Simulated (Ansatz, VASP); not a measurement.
**Cross-check of Cu16Cl3 (Cu(111)) between VASP and Ansatz**

Wanted: the spread between two codes on one cell, functional and k mesh. The structure shown is the end of the VASP relaxation below.

Main program and level: Ansatz 0.2.0; plane waves, with VASP 6.6.1 beside it; single point at PBE.

### Step 1. The structure

The cell holds 19 atoms: 16 Cu and 3 Cl. Cell: a = 5.131 Å, b = 5.131 Å, c = 21.284 Å, α = 90.0°, β = 90.0°, γ = 60.0°. It derives from Cu. As first built, before any earlier steps moved the atoms (in the runner's words): 3 Cl over fcc sites of a 2 x 2 cell of Cu(111). Vacuum lies along c.

### Step 2. VASP: relaxation, PBE

This run makes the geometry at which the two programs are then compared.

Lines of VASP's logs that name or quote its potential files are left out, and so is its time.

The input, INCAR:

```
SYSTEM = Cu16Cl3
PREC = Normal
ENCUT = 330
EDIFF = 1E-05
NELM = 120
ISMEAR = 1
SIGMA = 0.15
LREAL = Auto
ALGO = Fast
GGA = PE
NBANDS = 122
LASPH = .TRUE.
LORBIT = 11
LWAVE = .FALSE.
LCHARG = .FALSE.
KPAR = 4
NCORE = 2
IBRION = 2
NSW = 45
ISIF = 2
EDIFFG = -0.03
POTIM = 0.4
MAXMIX = 40
IDIPOL = 3
LDIPOL = .TRUE.
DIPOL = 0.5 0.5 0.534
```

The input, POSCAR:

```
Cu16Cl3
1.0
    5.1312506458      0.0000000000      0.0000000000
    2.5656253229      4.4437934124      0.0000000000
    0.0000000000      0.0000000000     21.2844729122
Cu Cl
16 3
Selective dynamics
Direct
    0.0000000000      0.0000000000      0.3523695400  F F F
    0.5000000000      0.0000000000      0.3523695400  F F F
    0.0000000000      0.5000000000      0.3523695400  F F F
    0.5000000000      0.5000000000      0.3523695400  F F F
    0.1666666700      0.1666666700      0.4507898500  F F F
    0.6666666700      0.1666666700      0.4507898500  F F F
    0.1666666700      0.6666666700      0.4507898500  F F F
    0.6666666700      0.6666666700      0.4507898500  F F F
    0.8333333300      0.3333333300      0.5478941500  T T T
    0.3333333300      0.3333333300      0.5478941500  T T T
    0.8333333300      0.8333333300      0.5478941500  T T T
    0.3333333300      0.8333333300      0.5478941500  T T T
    0.0000000000      0.0000000000      0.6451700300  T T T
    0.5000000000      0.0000000000      0.6451700300  T T T
    0.0000000000      0.5000000000      0.6451700300  T T T
    0.5000000000      0.5000000000      0.6451700300  T T T
    0.1666666700      0.1666666700      0.7226913300  T T T
    0.6666666700      0.1666666700      0.7226913300  T T T
    0.1666666700      0.6666666700      0.7226913300  T T T
```

The input, KPOINTS:

```
Automatic mesh
0
Gamma
6 6 1
0 0 0
```

Potentials, in the order of the species: Cu and Cl (PBE family, release 64).

Command:

```bash
mpirun -np 8 vasp_std
```

Numbers of over 12 decimals in the logs are rounded to 6 here.

What it wrote:

```text
[banner, memory and clock lines left out]
running    8 mpi-ranks, on    1 nodes
 distrk:  each k-point on    2 cores,    4 groups
 distr:  one band on    2 cores,    1 groups

 POSCAR found type information on POSCAR CuCl
 POSCAR found :  2 types and      19 ions
 LDA part: xc-table for (Slater+PW92), standard interpolation
 POSCAR, INCAR and KPOINTS ok, starting setup
 FFT: planning ... GRIDC
 FFT: planning ... GRID_SOFT
 FFT: planning ... GRID
 WAVECAR not read
 entering main loop
       N       E                     dE             d eps       ncg     rms          rms(c)
DAV:   1     0.183652276887E+04    0.18365E+04   -0.64474E+04  1724   0.156E+03
DAV:   2     0.245556735323E+03   -0.15910E+04   -0.15279E+04  1708   0.408E+02
DAV:   3    -0.360495726295E+02   -0.28161E+03   -0.26178E+03  1982   0.207E+02
DAV:   4    -0.716377082556E+02   -0.35588E+02   -0.33557E+02  2646   0.760E+01
DAV:   5    -0.736319575723E+02   -0.19942E+01   -0.19346E+01  2608   0.180E+01    0.390E+01
RMM:   6    -0.730151626826E+02    0.61679E+00   -0.16103E+02  1733   0.921E+01    0.234E+01
RMM:   7    -0.956105731804E+02   -0.22595E+02   -0.50009E+01  1764   0.499E+01    0.569E+01
RMM:   8    -0.670487201516E+02    0.28562E+02   -0.74173E+00  1785   0.167E+01    0.171E+01
RMM:   9    -0.606357594133E+02    0.64130E+01   -0.79082E+00  1745   0.191E+01    0.101E+01
RMM:  10    -0.598074277986E+02    0.82833E+00   -0.51575E+00  1751   0.156E+01    0.623E+00
RMM:  11    -0.596458945926E+02    0.16153E+00   -0.15617E+00  1765   0.813E+00    0.251E+00
RMM:  12    -0.595823682550E+02    0.63526E-01   -0.40013E-01  1891   0.313E+00    0.184E+00
RMM:  13    -0.595566344218E+02    0.25734E-01   -0.12388E-01  1946   0.163E+00    0.129E+00
RMM:  14    -0.595389010673E+02    0.17733E-01   -0.63928E-02  1773   0.142E+00    0.511E-01
[...]
RMM:  19    -0.595370971385E+02   -0.10516E-03   -0.39354E-04  1824   0.978E-02    0.342E-02
RMM:  20    -0.595371360924E+02   -0.38954E-04   -0.23897E-04  1956   0.554E-02    0.230E-02
RMM:  21    -0.595372176657E+02   -0.81573E-04   -0.57106E-05  1333   0.310E-02    0.264E-02
RMM:  22    -0.595374075477E+02   -0.18988E-03   -0.66186E-05  1385   0.320E-02    0.379E-02
RMM:  23    -0.595374264487E+02   -0.18901E-04   -0.18507E-05  1033   0.207E-02    0.358E-02
RMM:  24    -0.595374406677E+02   -0.14219E-04   -0.75235E-06  1012   0.157E-02    0.347E-02
RMM:  25    -0.595374961551E+02   -0.55487E-04   -0.12849E-05  1038   0.165E-02    0.258E-02
RMM:  26    -0.595375020041E+02   -0.58490E-05   -0.48426E-06  1013   0.103E-02
   1 F= -.59537502E+02 E0= -.59534999E+02  d E =-.595375E+02
[... from here on, the cycles between the ionic steps are left out ...]
  19 F= -.60955518E+02 E0= -.60944641E+02  d E =-.124715E-01
  20 F= -.60956698E+02 E0= -.60945632E+02  d E =-.136516E-01
  21 F= -.60960286E+02 E0= -.60949023E+02  d E =-.358857E-02
  22 F= -.60960526E+02 E0= -.60949289E+02  d E =-.382828E-02
  23 F= -.60963252E+02 E0= -.60951801E+02  d E =-.272560E-02
  24 F= -.60963847E+02 E0= -.60952298E+02  d E =-.332072E-02
  25 F= -.60963837E+02 E0= -.60952310E+02  d E =-.331040E-02
  26 F= -.60963844E+02 E0= -.60952309E+02  d E =-.331796E-02
  27 F= -.60963838E+02 E0= -.60952311E+02  d E =-.331224E-02
 curvature:  -1.95 expect dE=-0.770E-03 dE for cont linesearch -0.179E-04
 ZBRENT: accuracy reached
 trial: gam= 0.06017 g(F)=  0.394E-03 g(S)=  0.000E+00 ort = 0.191E-03 (trialstep = 0.254E+01)
 search vector abs. value=  0.432E-03
 bond charge predicted
       N       E                     dE             d eps       ncg     rms          rms(c)
DAV:   1    -0.609633705189E+02    0.46027E-03   -0.60124E-01  1834   0.227E+00    0.828E-02
RMM:   2    -0.609641470828E+02   -0.77656E-03   -0.82559E-03  1818   0.570E-01    0.814E-02
RMM:   3    -0.609644183071E+02   -0.27122E-03   -0.39518E-03  2090   0.244E-01    0.686E-02
RMM:   4    -0.609644122218E+02    0.60852E-05   -0.45586E-04  1835   0.964E-02    0.413E-02
RMM:   5    -0.609644184550E+02   -0.62331E-05   -0.12128E-04  1505   0.397E-02    0.394E-02
RMM:   6    -0.609643897759E+02    0.28679E-04   -0.40972E-05  1231   0.299E-02    0.239E-02
RMM:   7    -0.609643816747E+02    0.81012E-05   -0.14375E-04  1606   0.302E-02    0.196E-02
RMM:   8    -0.609643884145E+02   -0.67399E-05   -0.30040E-05  1123   0.227E-02
  28 F= -.60964388E+02 E0= -.60952792E+02  d E =-.550070E-03
 trial-energy change:   -0.000550  1 .order   -0.000581   -0.001032   -0.000130
 step:   2.9112(harm=  2.9112)  dis= 0.00491  next Energy=   -60.964429 (dE=-0.591E-03)
 reached required accuracy - stopping structural energy minimisation
```

Parts of OUTCAR (step 2):

```text
ion  position               nearest neighbor table
   1  0.000  0.000  0.352-   3 2.57   3 2.57   4 2.57   4 2.57   2 2.57   2 2.57   7 2.57   6 2.57
                             5 2.57
   2  0.500  0.000  0.352-   4 2.57   3 2.57   4 2.57   3 2.57   1 2.57   1 2.57   8 2.57   5 2.57
                             6 2.57
   3  0.000  0.500  0.352-   1 2.57   1 2.57   2 2.57   2 2.57   4 2.57   4 2.57   5 2.57   8 2.57
                             7 2.57
   4  0.500  0.500  0.352-   2 2.57   1 2.57   2 2.57   1 2.57   3 2.57   3 2.57   6 2.57   7 2.57
                             8 2.57
   5  0.167  0.167  0.451-  10 2.54  12 2.54   9 2.54   7 2.57   7 2.57   8 2.57   8 2.57   6 2.57
                             6 2.57   3 2.57   2 2.57   1 2.57
   6  0.667  0.167  0.451-   9 2.54  11 2.54  10 2.54   8 2.57   7 2.57   8 2.57   7 2.57   5 2.57
                             5 2.57   4 2.57   1 2.57   2 2.57
   7  0.167  0.667  0.451-  12 2.54  10 2.54  11 2.54   5 2.57   5 2.57   6 2.57   6 2.57   8 2.57
                             8 2.57   1 2.57   4 2.57   3 2.57
   8  0.667  0.667  0.451-  11 2.54   9 2.54  12 2.54   6 2.57   5 2.57   6 2.57   5 2.57   7 2.57
                             7 2.57   2 2.57   3 2.57   4 2.57
   9  0.833  0.333  0.548-   6 2.54   8 2.54   5 2.54  13 2.55  16 2.55  15 2.55  11 2.57  11 2.57
                            12 2.57  12 2.57  10 2.57  10 2.57
  10  0.333  0.333  0.548-   5 2.54   7 2.54   6 2.54  14 2.55  15 2.55  16 2.55  12 2.57  11 2.57
                            12 2.57  11 2.57   9 2.57   9 2.57
  11  0.833  0.833  0.548-   8 2.54   6 2.54   7 2.54  15 2.55  14 2.55  13 2.55   9 2.57   9 2.57
                            10 2.57  10 2.57  12 2.57  12 2.57
  12  0.333  0.833  0.548-   7 2.54   5 2.54   8 2.54  16 2.55  13 2.55  14 2.55  10 2.57   9 2.57
                            10 2.57   9 2.57  11 2.57  11 2.57
  13  0.000  0.000  0.645-  19 2.22  18 2.22  17 2.22   9 2.55  12 2.55  11 2.55  15 2.57  15 2.57
                            16 2.57  16 2.57  14 2.57  14 2.57
  14  0.500  0.000  0.645-  17 2.22  18 2.22  10 2.55  11 2.55  12 2.55  16 2.57  15 2.57  16 2.57
                            15 2.57  13 2.57  13 2.57
  15  0.000  0.500  0.645-  17 2.22  19 2.22  11 2.55  10 2.55   9 2.55  13 2.57  13 2.57  14 2.57
                            14 2.57  16 2.57  16 2.57
  16  0.500  0.500  0.645-  18 2.22  19 2.22  12 2.55   9 2.55  10 2.55  14 2.57  13 2.57  14 2.57
                            13 2.57  15 2.57  15 2.57
  17  0.167  0.167  0.723-  15 2.22  14 2.22  13 2.22  19 2.57  19 2.57  18 2.57  18 2.57
  18  0.667  0.167  0.723-  16 2.22  13 2.22  14 2.22  19 2.57  19 2.57  17 2.57  17 2.57
  19  0.167  0.667  0.723-  13 2.22  16 2.22  15 2.22  17 2.57  17 2.57  18 2.57  18 2.57

  LATTYP: Found a hexagonal cell.
 ALAT       =     5.1312506458
 C/A-ratio  =     4.1480088153

 Subroutine GETGRP returns: Found  6 space group operations
 (whereof  6 operations were pure point group operations)

The static configuration has the point symmetry C_3v.

 Found      7 irreducible k-points:

   k-points           NKPTS =      7   k-points in BZ     NKDIM =      7   number of bands    NBANDS=    122

   dimension x,y,z NGX =    24 NGY =   24 NGZ =   96
   dimension x,y,z NGXF=    48 NGYF=   48 NGZF=  192

   ENCUT  =  330.0 eV  24.25 Ry    4.92 a.u.   7.60  7.60 31.53*2*pi/ulx,y,z

   NELECT =     197.0000    total number of electrons

 k-points in reciprocal lattice and weights: Automatic mesh
   0.00000000  0.00000000  0.00000000       0.028
   0.16666667 -0.00000000  0.00000000       0.167
   0.33333333 -0.00000000  0.00000000       0.167
   0.50000000 -0.00000000  0.00000000       0.083
   0.33333333  0.16666667  0.00000000       0.167
   0.50000000  0.16666667  0.00000000       0.333
  -0.33333333  0.33333333  0.00000000       0.056

 dipolmoment           0.000000      0.000000      0.066798 electrons x Angstroem

 average (electrostatic) potential at core
       1 -69.9142       2 -69.9196       3 -69.9196       4 -69.9196       5 -70.1557
       6 -70.1557       7 -70.1557       8 -70.1557       9 -70.1461      10 -70.1381
      11 -70.1461      12 -70.1461      13 -70.0464      14 -70.0108      15 -70.0108
      16 -70.0108      17 -95.4522      18 -95.4522      19 -95.4522

 E-fermi :   0.9928

 k-point     1 :       0.0000    0.0000    0.0000
  band No.  band energies     occupation
    ...
     93       0.3369      2.00000
     94       0.8426      2.05065
     95       0.9556      1.40607
     96       0.9556      1.40573
     97       1.0064      0.84770
     98       1.7500     -0.00000
     99       1.8472     -0.00000
    100       1.8473     -0.00000
    101       1.9441     -0.00000
    102       1.9441     -0.00000
    ...

 k-point     2 :       0.1667   -0.0000    0.0000
  band No.  band energies     occupation
    ...
     94       0.5337      2.00013
     95       0.5629      2.00039
     96       0.7577      2.04910
     97       0.9214      1.71350
     98       0.9588      1.37297
     99       1.0738      0.21755
    100       1.5813     -0.00000
    101       1.6825     -0.00000
    102       1.7450     -0.00000
    103       2.0403     -0.00000
    ...

 k-point     3 :       0.3333   -0.0000    0.0000
  band No.  band energies     occupation
    ...
     95      -0.3336      2.00000
     96      -0.1292      2.00000
     97       0.9172      1.74457
     98       0.9620      1.33963
     99       1.0303      0.59171
    100       1.5016     -0.00002
    101       1.6153     -0.00000
    102       1.6462     -0.00000
    103       1.6805     -0.00000
    104       2.9186     -0.00000
    ...

  Total        6.2299384      6.2299384     -0.4530593      0.0000000      0.0000000      0.0000000
  in kB       20.5662137     20.5662137     -1.4956352      0.0000000      0.0000000      0.0000000
  external PRESSURE =      13.2122641 kB  Pullay stress =       0.0000000 kB

  energy-cutoff  :      330.00
  volume of cell :      485.33
      direct lattice vectors                 reciprocal lattice vectors
     5.131250646  0.000000000  0.000000000     0.194884263 -0.112516482  0.000000000
     2.565625323  4.443793412  0.000000000     0.000000000  0.225032963  0.000000000
     0.000000000  0.000000000 21.284472912     0.000000000  0.000000000  0.046982606

 POSITION                                       TOTAL-FORCE (eV/Angst)
 -----------------------------------------------------------------------------------
      0.00000      0.00000      7.50000         0.000000     -0.000000      0.063253
      2.56563      0.00000      7.50000         0.000000     -0.005956      0.052414
      1.28281      2.22190      7.50000        -0.005158      0.002978      0.052414
      3.84844      2.22190      7.50000         0.005158      0.002978      0.052414
      1.28281      0.74063      9.59482        -0.019082     -0.011017     -0.041382
      3.84844      0.74063      9.59482         0.019082     -0.011017     -0.041382
      2.56563      2.96253      9.59482        -0.000000      0.022034     -0.041382
      5.13125      2.96253      9.59482         0.000000     -0.000000     -0.042414
      5.13125      1.47880     11.68193         0.000000     -0.000645     -0.005423
      2.56563      1.48126     11.66016         0.000000     -0.000000      0.018890
      6.41620      3.70439     11.68193         0.000559      0.000323     -0.005423
      3.84630      3.70439     11.68193        -0.000559      0.000323     -0.005423
      0.00000      0.00000     13.75738         0.000000     -0.000000     -0.012539
      5.13125      4.43890     13.73426         0.000000     -0.003847      0.004795
      6.40983      2.22434     13.73426        -0.003332      0.001924      0.004795
      3.85267      2.22434     13.73426         0.003332      0.001924      0.004795
      1.28211      0.74023     16.14562         0.011060      0.006386     -0.019468
      3.84914      0.74023     16.14562        -0.011060      0.006386     -0.019468
      2.56563      2.96333     16.14562         0.000000     -0.012771     -0.019468
 -----------------------------------------------------------------------------------
    total drift:                               -0.000101     -0.000058      0.004987

  FREE ENERGIE OF THE ION-ELECTRON SYSTEM (eV)
  ---------------------------------------------------
  free  energy   TOTEN  =       -60.9643884145 eV

  energy  without entropy=      -60.9295984013  energy(sigma->0) =      -60.95279174

 reached required accuracy - stopping structural energy minimisation

 vacuum level on the upper side and lower side of the slab         6.022         5.471

 total charge
# of ion       s       p       d       tot
------------------------------------------
    1        0.448   0.286   9.181   9.916
    2        0.449   0.286   9.181   9.915
    3        0.449   0.286   9.181   9.915
    4        0.449   0.286   9.181   9.915
    5        0.442   0.373   9.172   9.987
    6        0.442   0.373   9.172   9.987
    7        0.442   0.373   9.172   9.987
    8        0.439   0.372   9.173   9.984
    9        0.436   0.383   9.174   9.992
   10        0.442   0.380   9.175   9.997
   11        0.436   0.383   9.174   9.992
   12        0.436   0.383   9.174   9.992
   13        0.417   0.297   9.215   9.929
   14        0.429   0.296   9.207   9.933
   15        0.429   0.296   9.207   9.933
   16        0.429   0.296   9.207   9.933
   17        1.649   3.340   0.000   4.989
   18        1.649   3.340   0.000   4.989
   19        1.649   3.340   0.000   4.989
--------------------------------------------------
tot         11.963  15.368 146.944 174.275

[... 3 further parts left out ...]
```

This run has no spin polarisation, so a moment on Cu, if there is one, isn't seen. Its electron count is odd, so without a moment it is a metal by construction. The run keeps the 6 symmetry operations of its start, so it cannot find a distortion of lower symmetry.

[end of part 1 of 2]

[Lines on the potential files, build, host, timing and source positions are cut from VASP's logs without a mark.]

[Logs are printed without paths, hosts, clocks, repeated set-up lines and the standing remarks that a program may print on its own settings, such as how far it seeks lower states.]

[Hosts, paths, dates, database ids (printed as entryN), source tags and the programs' standing remarks are cut or masked in the printed files.]
